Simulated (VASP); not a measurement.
# RbRe3 (Im-3m) in VASP: density of states with vdW-DF

Aim: the density of states of RbRe3 with vdW-DF.

Everything below comes from runs of VASP 6.6.1. Logs are shortened: lines on timing, memory, paths and dates and some standing lists are left out, and cuts for length are marked.

## Step 1: The crystal as given

The structure is cubic, space group Im-3m (No. 229). The conventional cell has a = 5.893 Å, b = 5.893 Å, c = 5.893 Å, α = 90.00°, β = 90.00°, γ = 90.00°. Around Rb (site symmetry m-3m) lie 6 Re at 2.95 Å. Re (site symmetry 4/mmm) has 2 Rb at 2.95 Å and 4 Re at 2.95 Å as nearest neighbours.

The cell was built by a generator and needn't be a form met in nature.

## Step 2: Density of states, vdW-DF

Input file POSCAR:

```
RbRe3
1.0
   -2.9464220700      2.9464220700      2.9464220700
    2.9464220700     -2.9464220700      2.9464220700
    2.9464220700      2.9464220700     -2.9464220700
Rb Re
1 3
Cartesian
    0.0000000000      0.0000000000      0.0000000000
    2.9464220700      0.0000000000      0.0000000000
    0.0000000000      2.9464220700      0.0000000000
    0.0000000000      0.0000000000      2.9464220700
```

Input file INCAR.step1:

```
PREC = Accurate ; ENCUT = 520
EDIFF = 1E-6 ; ISMEAR = 1
SIGMA = 0.2 ; LREAL = False
LASPH = True ; NELM = 100
ALGO = Normal ; ISIF = 2
LWAVE = False ; LCHARG = True
LMAXMIX = 4 ; GGA = RE
LUSE_VDW = True ; AGGAC = 0.0
NBANDS = 23
```

Input file KPOINTS.step1:

```
regular mesh
0
Gamma
  7 7 7
```

Input file INCAR.step2:

```
PREC = Accurate ; ENCUT = 520
EDIFF = 1E-6 ; ISMEAR = -5
SIGMA = 0.2 ; LREAL = False
LASPH = True ; NELM = 100
ALGO = Normal ; ISIF = 2
LWAVE = False ; LCHARG = False
LMAXMIX = 4 ; GGA = RE
LUSE_VDW = True ; AGGAC = 0.0
LORBIT = 10 ; NBANDS = 23
NEDOS = 1001 ; ICHARG = 11
```

Input file KPOINTS.step2:

```
regular mesh
0
Gamma
  11 11 11
```

Potentials or basis: VASP PAW PBE potentials, release 64 (Rb_sv, Re).

Launch:

```sh
cat potpaw_PBE.64/Rb_sv/POTCAR potpaw_PBE.64/Re/POTCAR > POTCAR
cp INCAR.step1 INCAR
cp KPOINTS.step1 KPOINTS
mpirun -np 1 vasp_std > vasp.out
cp INCAR.step2 INCAR
cp KPOINTS.step2 KPOINTS
mpirun -np 1 vasp_std > vasp.out
```

OUTCAR:

```text
PREC = Accurate
   ENCUT = 520
   EDIFF = 1E-6
   ISMEAR = -5
   LREAL = False
   LASPH = True
   NELM = 100
   ISIF = 2
   GGA = RE
   LORBIT = 10
   ICHARG = 11

 ion  position               nearest neighbor table
   1  0.000  0.000  0.000-   2 2.95   3 2.95   4 2.95   2 2.95   3 2.95   4 2.95   2 4.17   3 4.17
                             2 4.17   3 4.17   4 4.17   3 4.17   4 4.17   2 4.17   3 4.17   2 4.17
   2  0.000  0.500  0.500-   1 2.95   3 2.95   4 2.95   1 2.95   4 2.95   3 2.95   1 4.17   1 4.17
                             1 4.17   1 4.17
   3  0.500  0.000  0.500-   1 2.95   2 2.95   4 2.95   4 2.95   1 2.95   2 2.95   1 4.17   1 4.17
                             1 4.17   1 4.17
   4  0.500  0.500  0.000-   1 2.95   2 2.95   3 2.95   3 2.95   2 2.95   1 2.95   1 4.17   1 4.17
                             1 4.17   1 4.17

  LATTYP: Found a body centered cubic cell.
 ALAT       =     5.8928441400

  Lattice vectors:

 A1 = (  -2.9464220700,   2.9464220700,   2.9464220700)
 A2 = (   2.9464220700,  -2.9464220700,   2.9464220700)
 A3 = (   2.9464220700,   2.9464220700,  -2.9464220700)

Analysis of symmetry for initial positions (statically):
=====================================================================
 Subroutine PRICEL returns:
 Original cell was already a primitive cell.

 Routine SETGRP: Setting up the symmetry group for a
 body centered cubic supercell.

 Subroutine GETGRP returns: Found 48 space group operations
 (whereof 48 operations were pure point group operations)
 out of a pool of 48 trial point group operations.

The static configuration has the point symmetry O_h .

Analysis of symmetry for dynamics (positions and initial velocities):
=====================================================================
 Subroutine PRICEL returns:
 Original cell was already a primitive cell.

 Routine SETGRP: Setting up the symmetry group for a
 body centered cubic supercell.

 Subroutine GETGRP returns: Found 48 space group operations
 (whereof 48 operations were pure point group operations)
 out of a pool of 48 trial point group operations.

The dynamic configuration has the point symmetry O_h .

 Subroutine INISYM returns: Found 48 space group operations
 (whereof 48 operations are pure point group operations),
 and found     1 'primitive' translations

----------------------------------------------------------------------------------------

                                     Primitive cell

  volume of cell :     102.3163

  direct lattice vectors                    reciprocal lattice vectors
    -2.946422070  2.946422070  2.946422070     0.000000000  0.169697344  0.169697344
     2.946422070 -2.946422070  2.946422070     0.169697344  0.000000000  0.169697344
     2.946422070  2.946422070 -2.946422070     0.169697344  0.169697344  0.000000000

  length of vectors
     5.103352726  5.103352726  5.103352726     0.239988286  0.239988286  0.239988286

  position of ions in fractional coordinates (direct lattice)
     0.000000000  0.000000000  0.000000000
     0.000000000  0.500000000  0.500000000
     0.500000000  0.000000000  0.500000000
     0.500000000  0.500000000  0.000000000

  ion indices of the primitive-cell ions
   primitive index   ion index
                 1           1
                 2           2
                 3           3
                 4           4

----------------------------------------------------------------------------------------

 KPOINTS: regular mesh

Automatic generation of k-mesh.
 Grid dimensions read from file:
 generate k-points for:   11   11   11

 Generating k-lattice:

  Cartesian coordinates                     Fractional coordinates (reciprocal lattice)
     0.000000000  0.015427031  0.015427031     0.090909091  0.000000000  0.000000000
     0.015427031  0.000000000  0.015427031     0.000000000  0.090909091  0.000000000
     0.015427031  0.015427031  0.000000000     0.000000000  0.000000000  0.090909091

  Length of vectors
     0.021817117  0.021817117  0.021817117

  Shift w.r.t. Gamma in fractional coordinates (k-lattice)
     0.000000000  0.000000000  0.000000000

 TETIRR: Found   1471 inequivalent tetrahedra from     7986

 Subroutine IBZKPT returns following result:
 ===========================================

 Found     56 irreducible k-points:

 Following reciprocal coordinates:
            Coordinates               Weight
  0.000000  0.000000  0.000000      1.000000
  0.090909  0.000000  0.000000     12.000000
  0.181818  0.000000  0.000000     12.000000
  0.272727  0.000000  0.000000     12.000000
  0.363636  0.000000  0.000000     12.000000
  0.454545  0.000000  0.000000     12.000000
[... 16 lines left out ...]
  0.272727  0.181818  0.090909     48.000000
  0.363636  0.181818  0.090909     24.000000
 [... further k-points ...]
   k-points           NKPTS =     56   k-points in BZ     NKDIM =     56   number of bands    NBANDS=     23
   number of dos      NEDOS =   1001   number of ions     NIONS =      4
   total plane-waves  NPLWV =  64000
   dimension x,y,z NGX =    40 NGY =   40 NGZ =   40
   dimension x,y,z NGXF=    80 NGYF=   80 NGZF=   80
   ions per type =               1   3
   NGX,Y,Z   is equivalent  to a cutoff of  13.03, 13.03, 13.03 a.u.
   NGXF,Y,Z  is equivalent  to a cutoff of  26.06, 26.06, 26.06 a.u.
 SYSTEM =  unknown system
   PREC   = accura    normal or accurate (medium, high low for compatibility)
   ISTART =      0    job   : 0-new  1-cont  2-samecut
   ICHARG =     11    charge: 1-file 2-atom 10-const
   ISPIN  =      1    spin polarized calculation?
   LNONCOLLINEAR =      F non collinear calculations
   LSORBIT =      F    spin-orbit coupling
   LASPH  =      T    aspherical Exc in radial PAW
   ENCUT  =  520.0 eV  38.22 Ry    6.18 a.u.   9.49  9.49  9.49*2*pi/ulx,y,z
   NELM   =    100;   NELMIN=  2; NELMDL=  0     # of ELM steps
   EDIFF  = 0.1E-05   stopping-criterion for ELM
   LREAL  =      F    real-space projection
   EDIFFG = 0.1E-04   stopping-criterion for IOM
   NSW    =      0    number of steps for IOM
   IBRION =     -1    ionic relax: 0-MD 1-quasi-New 2-CG
   NFREE  =      0    steps in history (QN), initial steepest desc. (CG)
   ISIF   =      2    stress and relaxation
   ISYM   =      2    0-nonsym 1-usesym 2-fastsym
   POTIM  = 0.5000    time-step for ionic-motion
   TEBEG  =    0.0;   TEEND  =   0.0 temperature during run
   PSTRESS=    0.0 pullay stress
   NELECT =      30.0000    total number of electrons
   NUPDOWN=      -1.0000    fix difference up-down
   EMIN   =  10.00;   EMAX   =-10.00  energy-range for DOS
   EFERMI =   0.00;   METHOD = LEGACY
   ISMEAR =    -5;   SIGMA  =   0.20  broadening in eV -4-tet -1-fermi 0-gaus
   EFERMI_NEDOS =   21; number of points for ismear=-14 and -15
   IALGO  =     38    algorithm
   IMIX   =      4    mixing-type and parameters
     AMIX     =   0.40;   BMIX     =  1.00
     AMIX_MAG =   1.60;   BMIX_MAG =  1.00
  volume/ion in A,a.u.               =      25.58       172.62
  Fermi-wavevector in a.u.,A,eV,Ry     =   1.087594  2.055255 16.093809  1.182862
  Thomas-Fermi vector in A             =   2.223757
   LORBIT       =     10    0 simple, 1 ext, 2 COOP (PROOUT), +10 PAW based schemes
   GGA     = RE    functional components
   LHFCALC =     F    Hartree Fock is set to
   AEXX    =    0.0000 exact exchange contribution
   IVDW_NL    =     1    kernel type
   BPARAM     = 6.3000
   IVDW    =     0    specifies the selected vdW correction
   LEPSILON=     F    determine dielectric tensor
   LRPA    =     F    only Hartree local field effects (RPA)
 non-spin polarized calculation
 Fermi weights with tetrahedron method with Bloechl corrections
  energy-cutoff  :      520.00
  volume of cell :      102.32
 maximum number of plane-waves:      2783
 NGX is ok and might be reduce to    40

 number of electron      29.9999998 magnetization

 Free energy of the ion-electron system (eV)
  ---------------------------------------------------
  ext. energy  EPLUGINS =         0.00000000
  ---------------------------------------------------
  free energy    TOTEN  =       -12.95133648 eV

  energy without entropy =      -12.95133648  energy(sigma->0) =      -12.95133648

 E-fermi :   2.6338     XC(G=0): -10.2548

 val. band max:        2.6436038805   @ k =  -0.4545   0.4545   0.4545
 cond. band min:       2.6013253677   @ k =  -0.4545  -0.4545   0.1818
 fundamental gap:     -0.0422785127
 Fermi energy:         2.6337671333

 k-point     1 :       0.0000    0.0000    0.0000
  band No.  band energies     occupation
      1     -23.7270      2.00000
      2      -7.9893      2.00000
      3      -7.9893      2.00000
      4      -7.9893      2.00000
      5      -2.8679      2.00000
      6      -0.1736      2.00000
[... 15 lines left out ...]
     22       6.2555      0.00000
     23       6.2555      0.00000

 k-point     2 :       0.0909    0.0000    0.0000
  band No.  band energies     occupation
      1     -23.7255      2.00000
      2      -8.0203      2.00000
      3      -8.0065      2.00000
      4      -7.9943      2.00000
      5      -2.7594      2.00000
      6      -0.1201      2.00000
[... 15 lines left out ...]
     22       6.2678      0.00000
     23       6.8852      0.00000

 k-point     3 :       0.1818    0.0000    0.0000
  band No.  band energies     occupation
      1     -23.7217      2.00000
      2      -8.0996      2.00000
      3      -8.0521      2.00000
      4      -8.0077      2.00000
      5      -2.4526      2.00000
      6      -0.0223      2.00000
[... 15 lines left out ...]
     22       6.2864      0.00000
     23       7.3295      0.00000

 k-point     4 :       0.2727    0.0000    0.0000
  band No.  band energies     occupation
      1     -23.7166      2.00000
      2      -8.1964      2.00000
      3      -8.1106      2.00000
      4      -8.0250      2.00000
      5      -1.9980      2.00000
      6       0.0464      2.00000
[... 15 lines left out ...]
     22       6.2872      0.00000
     23       7.5341      0.00000

 k-point     5 :       0.3636    0.0000    0.0000
  band No.  band energies     occupation
      1     -23.7120      2.00000
      2      -8.2792      2.00000
      3      -8.1632      2.00000
      4      -8.0407      2.00000
      5      -1.4805      2.00000
      6       0.1051      2.00000
[... 15 lines left out ...]
     22       6.2715      0.00000
     23       7.3926      0.00000

 k-point     6 :       0.4545    0.0000    0.0000
  band No.  band energies     occupation
      1     -23.7092      2.00000
      2      -8.3260      2.00000
      3      -8.1939      2.00000
      4      -8.0499      2.00000
      5      -1.0721      2.00000
      6       0.1233      2.00000
[... 15 lines left out ...]
     22       6.2563      0.00000
     23       7.0285      0.00000

 k-point     7 :       0.0909    0.0909    0.0000
  band No.  band energies     occupation
      1     -23.7229      2.00000
      2      -8.0782      2.00000
      3      -8.0221      2.00000
      4      -8.0165      2.00000
      5      -2.5518      2.00000
      6      -0.0381      2.00000
[... 353 lines left out ...]
     22       4.9778      0.00000
     23       6.9923      0.00000

 k-point    21 :      -0.0909    0.0909    0.0909
  band No.  band energies     occupation
      1     -23.7243      2.00000
      2      -8.0684      2.00000
      3      -7.9990      2.00000
      4      -7.9990      2.00000
      5      -2.6593      2.00000
      6      -0.1148      2.00000
[... 15 lines left out ...]
     22       6.2394      0.00000
     23       6.6579      0.00000

 k-point    22 :       0.1818    0.1818    0.0909
  band No.  band energies     occupation
      1     -23.7097      2.00000
      2      -8.2543      2.00000
      3      -8.1552      2.00000
      4      -8.1499      2.00000
      5      -1.2901      2.00000
      6       0.3080      2.00000
[... 15 lines left out ...]
     22       4.2329      0.00000
     23       7.5654      0.00000

 k-point    23 :       0.2727    0.1818    0.0909
  band No.  band energies     occupation
      1     -23.7062      2.00000
      2      -8.2933      2.00000
      3      -8.2035      2.00000
      4      -8.1709      2.00000
      5      -0.7681      2.00000
      6       0.3117      2.00000
[... 15 lines left out ...]
     22       4.1567      0.00000
     23       7.1338      0.00000

 k-point    24 :       0.3636    0.1818    0.0909
  band No.  band energies     occupation
      1     -23.7049      2.00000
      2      -8.3069      2.00000
      3      -8.2234      2.00000
      4      -8.1770      2.00000
      5      -0.4825      2.00000
      6       0.2526      2.00000
[... 15 lines left out ...]
     22       4.1588      0.00000
     23       6.9848      0.00000

 [... further k-points ...]
[... 5 lines left out ...]
  --------------------------------------------------------------------------------------
  -------------------------------------------------------------------------------------
  Total       -9.4492805     -9.4492805     -9.4492805      0.0000000      0.0000000      0.0000000
  in kB     -147.9668600   -147.9668600   -147.9668600      0.0000000      0.0000000      0.0000000
  external PRESSURE =    -147.9668600 kB  Pullay stress =       0.0000000 kB

 VOLUME and BASIS-vectors are now :
 -----------------------------------------------------------------------------
  energy-cutoff  :      520.00
  volume of cell :      102.32
      direct lattice vectors                 reciprocal lattice vectors
    -2.946422070  2.946422070  2.946422070     0.000000000  0.169697344  0.169697344
     2.946422070 -2.946422070  2.946422070     0.169697344  0.000000000  0.169697344
     2.946422070  2.946422070 -2.946422070     0.169697344  0.169697344  0.000000000

 POSITION                                       TOTAL-FORCE (eV/Angst)
 -----------------------------------------------------------------------------------
      0.00000      0.00000      0.00000        -0.000000     -0.000000     -0.000000
      2.94642      0.00000      0.00000        -0.000000      0.000000     -0.000000
      0.00000      2.94642      0.00000         0.000000      0.000000     -0.000000
      0.00000      0.00000      2.94642         0.000000     -0.000000      0.000000
 -----------------------------------------------------------------------------------
    total drift:                               -0.000000      0.000000     -0.000000

  FREE ENERGIE OF THE ION-ELECTRON SYSTEM (eV)
  ---------------------------------------------------
  free  energy   TOTEN  =       -12.9513364757 eV

  energy  without entropy=      -12.9513364757  energy(sigma->0) =      -12.95133648

Total vdW correction in eV:      5.7898518

 total charge

# of ion       s       p       d       tot
------------------------------------------
    1        1.992   5.250   0.199   7.441
    2        0.561   0.218   4.583   5.363
    3        0.561   0.218   4.583   5.363
    4        0.561   0.218   4.583   5.363
--------------------------------------------------
tot          3.676   5.905  13.948  23.529
```

It took 5.5 min on 1 thread of Intel Xeon Platinum 8488C (Sapphire Rapids), shared host; peak memory 0.62 GiB.

What came out:

* Valence electrons inside the program's atomic spheres: Rb 7.44; Re 5.36

States per cell in windows of 1 eV (zero at the Fermi level; states under -8 eV left out):
```
from (eV)  total  Re2_d  Re3_d  Re4_d  Re2_s  Re3_s  Re4_s
     -8.0   0.00   0.00   0.00   0.00   0.00   0.00   0.00
     -7.0   0.00   0.00   0.00   0.00   0.00   0.00   0.00
     -6.0   0.08   0.00   0.00   0.00   0.01   0.01   0.01
     -5.0   0.64   0.02   0.02   0.02   0.08   0.08   0.08
     -4.0   1.50   0.13   0.13   0.13   0.17   0.17   0.17
     -3.0   4.31   0.86   0.86   0.86   0.12   0.12   0.12
     -2.0   6.42   1.39   1.39   1.39   0.07   0.07   0.07
     -1.0   9.06   2.15   2.15   2.15   0.09   0.09   0.09
      0.0   7.94   2.07   2.07   2.07   0.09   0.09   0.09
      1.0   4.09   1.05   1.05   1.05   0.04   0.04   0.04
      2.0   1.50   0.21   0.21   0.21   0.02   0.02   0.02
      3.0   0.65   0.06   0.06   0.06   0.01   0.01   0.01
      4.0   1.83   0.20   0.20   0.20   0.03   0.03   0.03
      5.0   0.18   0.02   0.02   0.02   0.00   0.00   0.00
      6.0   0.00   0.00   0.00   0.00   0.00   0.00   0.00
```

Caveat: the PAW data sets were made with another functional, which shifts forces and pressure a little; tetrahedron occupations give inexact forces and stress in metals.
